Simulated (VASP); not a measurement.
An input for Quantum ESPRESSO's pw.x (written as the equivalent of a VASP run, and not itself run):

```
&CONTROL
  calculation = 'scf'
  pseudo_dir = './pseudo'
  outdir = './out'
  tprnfor = .true.
  tstress = .true.
/
&SYSTEM
  ibrav = 0
  nat = 1
  ntyp = 1
  ecutwfc = 50
  occupations = 'smearing'
  smearing = 'methfessel-paxton'
  degauss = 0.00735
  input_dft = 'pbe'
/
&ELECTRONS
  conv_thr = 7.3e-07
  electron_maxstep = 100
/
ATOMIC_SPECIES
  Cs 132.905 Cs.upf
CELL_PARAMETERS angstrom
    -3.1110000    3.1110000    3.1110000
     3.1110000   -3.1110000    3.1110000
     3.1110000    3.1110000   -3.1110000
ATOMIC_POSITIONS crystal
  Cs   0.0000000  0.0000000  0.0000000
K_POINTS automatic
  8 8 8 0 0 0
```

Q: Translate this input to VASP (INCAR, KPOINTS, POSCAR, choice of POTCAR).

A: Several could match; the one computed here: 
KPOINTS:
```
Automatic mesh
0
Gamma
8 8 8
0 0 0
```

### POSCAR
```
Cs
1
   -3.1110000000     3.1110000000     3.1110000000
    3.1110000000    -3.1110000000     3.1110000000
    3.1110000000     3.1110000000    -3.1110000000
Cs
1
Direct
  0.0000000000   0.0000000000   0.0000000000
```

### INCAR
```
LWAVE  =  .False.
LASPH  =  .True.   # aspherical one-centre terms
NELM  =  100   # most electronic steps
SYSTEM  =  Cs
PREC  =  Accurate
ISIF  =  2   # forces and stress, cell fixed
LCHARG  =  .False.
LREAL  =  .False.   # projection in real space or not
ALGO  =  Normal
EDIFF  =  1E-5   # SCF stop (eV)
GGA  =  PE   # PBE
ISMEAR  =  1   # Methfessel-Paxton
ENCUT  =  400   # plane-wave cut-off (eV)
LMAXMIX  =  4   # l cut-off of mixed one-centre charges
SIGMA  =  0.1   # width (eV)
```

POTCAR, in this order: Cs_sv (PBE.64 set). Program: vasp_std.

The two are equivalent in intent, not identical: the potentials are each code's own (VASP's PAW set, PseudoDojo norm-conserving files in pw.x), so ENCUT and ecutwfc are chosen apart and not converted; conv_thr bounds pw.x's estimated SCF error, while EDIFF bounds the energy change between steps.

The compound is Cs in the bcc structure. The cell was not relaxed at this level. The run is one of a series of settings (EDIFF = 1E-5 against the base run), some of them coarse on purpose.
